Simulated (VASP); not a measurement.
Data:

```
CELL_PARAMETERS angstrom
      4.63306     0.00000     0.00000
      0.00000     4.63306     0.00000
      0.00000     0.00000     4.63306
ATOMIC_POSITIONS crystal
  Ti 0.00000 0.50000 0.50000
  Ti 0.50000 0.50000 0.00000
  Ti 0.50000 0.00000 0.50000
  Sr 0.00000 0.00000 0.00000
```

These are PBE GGA, VASP's PBE PAW potentials (set 64) (plane waves; VASP) values and carry that method's errors. Settings: 300 eV cut-off, 7×7×7 Γ-centred mesh, Fermi-Dirac smearing of 0.10 eV, potentials Ti_sv Sr_sv.

At this cut-off the stress carries a Pulay error, which pulls relaxed volumes low.

Question: Predict the energy per atom (σ→0), pressure, band gap (on the k-mesh) with the smallest direct gap where there is one.

Answer: 
```
Quantity                                                    Result
------------------------  ----------------------------------------
band gap (on the k-mesh)  none (metal, semimetal or under 0.01 eV)
energy per atom (σ→0)                               -5.457 eV/atom
pressure                                                 -5.82 GPa
```

The absolute energy has meaning only against runs of the same code, potentials and settings.

The structure was generated: SrTi3 was put into an ordered model structure, which need not be its known phase. The cell was not relaxed at this level.
